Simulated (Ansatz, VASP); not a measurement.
# Cross-check of Ba2Be between VASP and Ansatz

Aim: how closely do two programs agree when they are given the same cell, functional and k mesh? The cell is invented: other elements were put on sites of a known structure type. It may not be a known or stable phase. The cell is taken from a series of VASP runs on this material, whose earlier steps may have relaxed, scaled or displaced it; both programs get it as it stands.

Main program and level: Ansatz 0.2.0; plane waves, with VASP 6.6.1 beside it; single point at PBE.

## 1. Starting point

The structure is cubic, space group Fm-3m (No. 225). The conventional cell has a = 7.938 Å, b = 7.938 Å, c = 7.938 Å, α = 90.00°, β = 90.00°, γ = 90.00°. Nearest to Ba lie 4 Be at 3.44 Å. Nearest to Be lie 8 Ba at 3.44 Å. Farther neighbours are not listed.

Structure file:

```cif
data_structure
_symmetry_space_group_name_H-M 'P 1'
_symmetry_Int_Tables_number 1
_cell_length_a 5.6132
_cell_length_b 5.6132
_cell_length_c 5.6132
_cell_angle_alpha 60.000
_cell_angle_beta 60.000
_cell_angle_gamma 60.000
_cell_volume 125.06
loop_
_atom_site_label
_atom_site_type_symbol
_atom_site_fract_x
_atom_site_fract_y
_atom_site_fract_z
_atom_site_occupancy
Ba1 Ba 0.25000 0.25000 0.25000 1
Ba2 Ba 0.75000 0.75000 0.75000 1
Be3 Be 0.00000 0.00000 0.00000 1
```

## 2. VASP: single point, PBE

A single point gives forces, pressure and levels at one fixed geometry, so differences don't come from the geometry; what else differs is listed under the comparison.

Lines of VASP's logs that name or quote its potential files are left out, and so is its time.

INCAR

```
SYSTEM = Ba2Be
PREC = Accurate
ENCUT = 400
EDIFF = 1E-06
NELM = 100
ISMEAR = -1
SIGMA = 0.05
LREAL = .FALSE.
ALGO = Normal
GGA = PE
NBANDS = 17
LORBIT = 11
LWAVE = .FALSE.
LCHARG = .TRUE.
ISIF = 2
LELF = .TRUE.
LVHAR = .TRUE.
```

POSCAR

```
Ba2Be
1.0
    0.0000000000      3.9691076437      3.9691076437
    3.9691076437      0.0000000000      3.9691076437
    3.9691076437      3.9691076437      0.0000000000
Ba Be
2 1
Direct
    0.2500000000      0.2500000000      0.2500000000
    0.7500000000      0.7500000000      0.7500000000
    0.0000000000      0.0000000000      0.0000000000
```

KPOINTS

```
Automatic mesh
0
Gamma
5 5 5
0 0 0
```

Potentials, in the order of the species: Ba_sv and Be (PBE family, release 64).

Run with:

```bash
mpirun -np 1 vasp_std
```

Numbers of over 12 decimals in the logs are rounded to 6 here.

What it wrote:

```text
[banner, memory and clock lines left out]
running    1 mpi-ranks, on    1 nodes
 distrk:  each k-point on    1 cores,    1 groups
 distr:  one band on    1 cores,    1 groups

 POSCAR found type information on POSCAR BaBe
 POSCAR found :  2 types and       3 ions
 LDA part: xc-table for (Slater+PW92), standard interpolation
 POSCAR, INCAR and KPOINTS ok, starting setup
 FFT: planning ... GRIDC
 FFT: planning ... GRID_SOFT
 FFT: planning ... GRID
 WAVECAR not read
 entering main loop
       N       E                     dE             d eps       ncg     rms          rms(c)
DAV:   1     0.136995128673E+03    0.13700E+03   -0.81512E+03   340   0.875E+02
DAV:   2     0.259998248383E+01   -0.13440E+03   -0.13079E+03   505   0.194E+02
DAV:   3    -0.630823617687E+01   -0.89082E+01   -0.88232E+01   470   0.536E+01
DAV:   4    -0.647737935376E+01   -0.16914E+00   -0.16898E+00   536   0.622E+00
DAV:   5    -0.647854879922E+01   -0.11694E-02   -0.11692E-02   502   0.542E-01    0.371E+00
DAV:   6    -0.615318708982E+01    0.32536E+00   -0.10405E+00   382   0.246E+00    0.221E+00
DAV:   7    -0.613332355969E+01    0.19864E-01   -0.26040E-01   508   0.152E+00    0.707E-01
DAV:   8    -0.613463743375E+01   -0.13139E-02   -0.33305E-02   455   0.634E-01    0.213E-01
DAV:   9    -0.613401781918E+01    0.61961E-03   -0.50053E-03   429   0.261E-01    0.410E-02
DAV:  10    -0.613414819522E+01   -0.13038E-03   -0.33411E-04   488   0.844E-02    0.321E-02
DAV:  11    -0.613416385029E+01   -0.15655E-04   -0.33561E-05   446   0.282E-02    0.430E-03
DAV:  12    -0.613416412197E+01   -0.27167E-06   -0.17095E-06   399   0.646E-03
   1 F= -.61341641E+01 E0= -.61110756E+01  d E =-.461771E-01
```

OUTCAR, selected parts (step 2):

```text
ion  position               nearest neighbor table
   1  0.250  0.250  0.250-   3 3.44   3 3.44   3 3.44   3 3.44   2 3.97   2 3.97   2 3.97   2 3.97
                             2 3.97   2 3.97
   2  0.750  0.750  0.750-   3 3.44   3 3.44   3 3.44   3 3.44   1 3.97   1 3.97   1 3.97   1 3.97
                             1 3.97   1 3.97
   3  0.000  0.000  0.000-   2 3.44   2 3.44   2 3.44   1 3.44   2 3.44   1 3.44   1 3.44   1 3.44

  LATTYP: Found a face centered cubic cell.
 ALAT       =     7.9382152874

 Subroutine GETGRP returns: Found 48 space group operations
 (whereof 48 operations were pure point group operations)

The static configuration has the point symmetry O_h .

 Found     10 irreducible k-points:

   k-points           NKPTS =     10   k-points in BZ     NKDIM =     10   number of bands    NBANDS=     17

   dimension x,y,z NGX =    40 NGY =   40 NGZ =   40
   dimension x,y,z NGXF=    80 NGYF=   80 NGZF=   80

   ENCUT  =  400.0 eV  29.40 Ry    5.42 a.u.   9.15  9.15  9.15*2*pi/ulx,y,z

   NELECT =      22.0000    total number of electrons

 k-points in reciprocal lattice and weights: Automatic mesh
   0.00000000  0.00000000  0.00000000       0.008
   0.20000000  0.00000000  0.00000000       0.064
   0.40000000  0.00000000  0.00000000       0.064
   0.20000000  0.20000000  0.00000000       0.048
   0.40000000  0.20000000  0.00000000       0.192
  -0.40000000  0.20000000  0.00000000       0.192
  -0.20000000  0.20000000  0.00000000       0.096
   0.40000000  0.40000000  0.00000000       0.048
  -0.40000000  0.40000000  0.00000000       0.096
  -0.40000000  0.40000000  0.20000000       0.192

 average (electrostatic) potential at core
       1 -38.7027       2 -38.7027       3 -38.0625

 E-fermi :   2.0154

 k-point     1 :       0.0000    0.0000    0.0000
  band No.  band energies     occupation
    ...
      8     -11.4715      2.00000
      9      -1.8372      2.00000
     10       1.1579      2.00000
     11       1.1579      2.00000
     12       1.1579      2.00000
     13       2.3233      0.00423
     14       2.3233      0.00423
     15       3.8732      0.00000
     16       7.0585      0.00000
     17       7.0625      0.00000

 k-point     2 :       0.2000    0.0000    0.0000
  band No.  band energies     occupation
    ...
      8     -11.5273      2.00000
      9      -1.4987      2.00000
     10       1.0133      2.00000
     11       1.4098      1.99999
     12       1.4098      1.99999
     13       2.6154      0.00001
     14       2.6154      0.00001
     15       4.6478      0.00000
     16       5.4146      0.00000
     17       6.0036      0.00000

 k-point     3 :       0.4000    0.0000    0.0000
  band No.  band energies     occupation
    ...
      8     -11.6646      2.00000
      9      -0.8722      2.00000
     10       1.0632      2.00000
     11       1.9749      1.38438
     12       1.9749      1.38438
     13       3.3582      0.00000
     14       3.3582      0.00000
     15       4.0332      0.00000
     16       4.8792      0.00000
     17       4.8915      0.00000

  Total        0.4177184      0.4177184      0.4177184      0.0000000      0.0000000     -0.0000000
  in kB        5.3516242      5.3516242      5.3516242      0.0000000      0.0000000     -0.0000000
  external PRESSURE =       5.3516242 kB  Pullay stress =       0.0000000 kB

  energy-cutoff  :      400.00
  volume of cell :      125.06
      direct lattice vectors                 reciprocal lattice vectors
     0.000000000  3.969107644  3.969107644    -0.125972900  0.125972900  0.125972900
     3.969107644  0.000000000  3.969107644     0.125972900 -0.125972900  0.125972900
     3.969107644  3.969107644  0.000000000     0.125972900  0.125972900 -0.125972900

 POSITION                                       TOTAL-FORCE (eV/Angst)
 -----------------------------------------------------------------------------------
      1.98455      1.98455      1.98455         0.000000      0.000000     -0.000000
      5.95366      5.95366      5.95366        -0.000000     -0.000000      0.000000
      0.00000      0.00000      0.00000        -0.000000     -0.000000      0.000000
 -----------------------------------------------------------------------------------
    total drift:                                0.000000     -0.000000      0.000000

  FREE ENERGIE OF THE ION-ELECTRON SYSTEM (eV)
  ---------------------------------------------------
  free  energy   TOTEN  =        -6.1341641220 eV

  energy  without entropy=       -6.0879870279  energy(sigma->0) =       -6.11107557

 total charge
# of ion       s       p       d       tot
------------------------------------------
    1        2.057   5.550   0.342   7.949
    2        2.057   5.550   0.342   7.949
    3        0.462   0.354   0.000   0.817
--------------------------------------------------
tot          4.576  11.454   0.684  16.714

[... 3 further parts left out ...]
```

Harder data sets than Ba_sv exist (the GW ones), and pressures, volumes and forces can shift noticeably with them.

## 3. Ansatz: single point, PBE

Ansatz runs on its default PAW (the set named soft_2) files.

The same cell, functional, mesh and smearing now go to Ansatz, which takes its cutoff from its data sets.

input.yaml

```yaml
crystal:
  lattice:
    - [0.0, 3.9691076437, 3.9691076437]
    - [3.9691076437, 0.0, 3.9691076437]
    - [3.9691076437, 3.9691076437, 0.0]
  atoms:
    - { symbol: Ba, position: [0.25, 0.25, 0.25] }
    - { symbol: Ba, position: [0.75, 0.75, 0.75] }
    - { symbol: Be, position: [0.0, 0.0, 0.0] }
hamiltonian:
  xc: pbe
  pseudopotentials: { kind: paw }
kpoints:
  mp_grid: { grid: [5, 5, 5] }
scf:
  occupations: { method: fermi_dirac, width: 0.05 }
  n_extra_bands: 4
output:
  forces: true
  stress: true
  eigenvalues: true
```

Run with:

```bash
ansatz run input.yaml --threads 2 --pin off --max-ram 4608MiB --backend cpu --events-out ev --progress --plain --runs-dir out
```

What it wrote:

```text
scf.n_extra_bands = 4 over 11 filled bands (N_el = 22.0): the run solves 15 bands
Engine: ansatz 0.2.0, aarch64-unknown-linux-gnu
Pseudopotentials: kind: paw
Pseudopotential: Ba, paw, valence charge 10, recommended cutoff 420 eV (normal), Ba.paw.azcp
Pseudopotential: Be, paw, valence charge 2, recommended cutoff 420 eV (normal), Be.paw.azcp
Functional definition: PBE
  parameter kappa = 0.804
  parameter beta = 0.066725
  exchange = pbe_x(kappa = kappa, mu = beta*pi^2/3)
  correlation = pbe_c(beta = beta)
Crystal: 3 atoms, lattice volume = 125.057 Å³
Basis set: ecut = 420 eV, 2421 PW (Γ), exchange–correlation on 80×80×80 points (8 copies of the dense FFT grid, shifted against one another)
Bands: 15, of which v1, the nominal top of the filled ones, is band 11 counted from 1 (10 counted from 0)
Symmetry: 48 space group operations
Space group: Fm-3m (ITA 225), of the structure as read, at distance tolerance 5.0e-5 Å
k-points: 10 of 125
Non-local potential: Ba, projectors of the file, l = 0: 3, l = 1: 2, l = 2: 2, l = 3: 2
Non-local potential: Be, projectors of the file, l = 0: 2, l = 1: 2, l = 2: 1
PAW form: soft (Blöchl's): semilocal exchange-correlation on the pseudo side does not see the compensation charge
PAW one-centre angular grid: Ba, 194 points (default); XC on 64 Gauss nodes
PAW one-centre angular grid: Be, 110 points (default); XC on 64 Gauss nodes
Initial density: superposition of atomic densities (neutral atoms: chi_scale 0, normalization atom), corrected by the library's trained network
Initial wavefunctions: pseudopotential atomic-orbital guess
Functional: x = pbe(κ = 0.804, μ = 0.219515), c = pbe(β = 0.066725)
SCF iter   1: F=—  HF=-11990.443908 eV  |F-HF|=—  |Δ(HF+E_count)|=         —  Δρ=2.03e-3  dr2=1.77e-2  ethr=1.77e-3  ⟨swp⟩=6.5  Hψ=972  notcnv=0
preconditioner: auto → Kerker (q_TF=auto, 2.042 Å⁻¹)  [metal: Δε(μ)=0.070 eV  Ē_g=10.683 eV  σ=0.050 eV  W_gap=0.33  n_scr=14 (ndim 8)  ℏωp=14.1 eV  f_vac=0.000  D(μ)=5.33/eV (n_scr^D=58)]
SCF iter   2: F=—  HF=-11990.442378 eV  |F-HF|=—  |Δ(HF+E_count)|=   1.53e-3  Δρ=1.18e-3  dr2=5.62e-3  ethr=8.06e-5  ⟨swp⟩=1.2  Hψ=239  notcnv=0
SCF iter   3: F=—  HF=-11990.442400 eV  |F-HF|=—  |Δ(HF+E_count)|=   2.16e-5  Δρ=2.88e-4  dr2=2.69e-4  ethr=2.56e-5  ⟨swp⟩=2.0  Hψ=185  notcnv=0
SCF iter   4: F=—  HF=-11990.442413 eV  |F-HF|=—  |Δ(HF+E_count)|=   1.26e-5  Δρ=1.20e-4  dr2=6.40e-5  ethr=1.22e-6  ⟨swp⟩=2.3  Hψ=222  notcnv=0
SCF iter   5: F=—  HF=-11990.442405 eV  |F-HF|=—  |Δ(HF+E_count)|=   8.13e-6  Δρ=4.01e-5  dr2=3.70e-6  ethr=2.91e-7  ⟨swp⟩=1.5  Hψ=180  notcnv=0
SCF iter   6: F=—  HF=-11990.442406 eV  |F-HF|=—  |Δ(HF+E_count)|=   1.10e-6  Δρ=9.24e-6  dr2=1.40e-7  ethr=1.68e-8  ⟨swp⟩=2.8  Hψ=272  notcnv=0
SCF iter   7: F=-11990.442406 eV  HF=-11990.442406 eV  |F-HF|=2.36e-9  |Δ(HF+E_count)|=   1.43e-7  Δρ=2.25e-6  dr2=8.94e-9  ethr=4.55e-10  ⟨swp⟩=4.9  Hψ=692  notcnv=0
SCF 1 converged in 7 iterations: F = -11990.442406 eV  dr2 = 8.94e-9
  greatest PAW one-centre occupation: 0.958 electrons in one spin orbital (limit 2), on the Ba atom at site 1 (counted from 0), in its partial waves of l = 0
SCF converged after 7 iterations
Free energy (F): -11990.442406 eV
Harris-Foulkes:  -11990.442406 eV  (|F-HF|=2.36e-9)
Internal energy: -11990.395505 eV  (E = F + TS)
E sigma→0 (E₀):  -11990.418955 eV
Entropy (-TS):   -0.046901 eV (-15.634 meV/atom)
Fermi energy:    6.290045 eV
--- Per-component energies (eV) ---
  E_band       = -148.494190
  E_kinetic    = 350.923250
  E_local      = -728.085365  (includes V_loc(G=0)·N_el)
  E_nonlocal   = 119.702131
  E_hartree    = 234.473270
  E_xc         = -351.922815
  E_vxc        = -286.925596  (∫ρ·V_xc dr)
  E_paw        = -10511.313338  (= ΣΔE_a)
  E_vpaw       = -73.053185  (= ΣTr[D̂ρ^β])
  E_aug_tail   = -0.000004  (compensation charges beyond the density's cutoff)
  E_ewald      = -1104.172635
  E_smearing   = -0.046901  (= −TS)
  E_closure    = -0.000000  (closes the sum)
  Σ components = -11990.442406   (vs F -11990.442406, Δ=0.00e0)
--- Forces (eV/Å), atoms counted from 1 ---
  atom   1  Ba     0.00000000    -0.00000000    -0.00000000
  atom   2  Ba    -0.00000000     0.00000000    -0.00000000
  atom   3  Be    -0.00000000     0.00000000    -0.00000000
  max |Σ_I F_I| component: 6.94e-18 eV/Å
--- Stress (GPa, compression-positive) ---
        0.305338       0.000000       0.000000
        0.000000       0.305338      -0.000000
        0.000000       0.000000       0.305338
  P = ⅓ Tr σ = 0.3053 GPa (3.053 kbar)
--- Band table (eV; the first three rows and the last of 10) ---
  k-point 0: bands = [... 7 lower, -7.1622, 2.4593, 5.4508, 5.4508, 5.4508, 6.6226, 6.6226, 7.9627]
  k-point 1: bands = [... 7 lower, -7.2179, 2.7967, 5.3010, 5.6954, 5.6954, 6.9085, 6.9085, 8.7185]
  k-point 2: bands = [... 7 lower, -7.3552, 3.4202, 5.3551, 6.2456, 6.2456, 7.6264, 7.6264, 8.2356]
  k-point 9: bands = [... 7 lower, -7.0747, 3.6390, 5.4050, 6.1753, 6.4383, 6.9385, 7.7761, 8.0619]
```

Run time: 1.4 s. Hardware: 2 threads of Arm Neoverse V1, shared host; peak memory 0.35 GiB.

The run ends at a pressure of 0.31 GPa.

## 4. Side by side

Known differences besides the potentials themselves: the cutoff is 420 eV in Ansatz and 400 eV in VASP; VASP leaves aspherical gradient terms in its spheres out (LASPH is not set), Ansatz keeps them. Total energies have different zeros and are not compared.

Both answers:

```tsv
quantity	Ansatz	VASP	difference
pressure (GPa)	0.31	0.54	-0.23
```

## 5. Summary of results

```yaml
difference_in_pressure_single_point_pbe: -0.23 GPa
```

What this shows: The difference in pressure is -0.23 GPa (single point, PBE), within the 1 GPa picked in this series as the mark of a large difference. How closely two codes agree says nothing of how well the functional describes the real material.

[Lines on the potential files, build, host, timing and source positions are cut from VASP's logs without a mark.]

[Logs are printed without paths, hosts, clocks, repeated set-up lines and the standing remarks that a program may print on its own settings, such as how far it seeks lower states.]

[Hosts, paths, dates, database ids (printed as entryN), source tags and the programs' standing remarks are cut or masked in the printed files.]
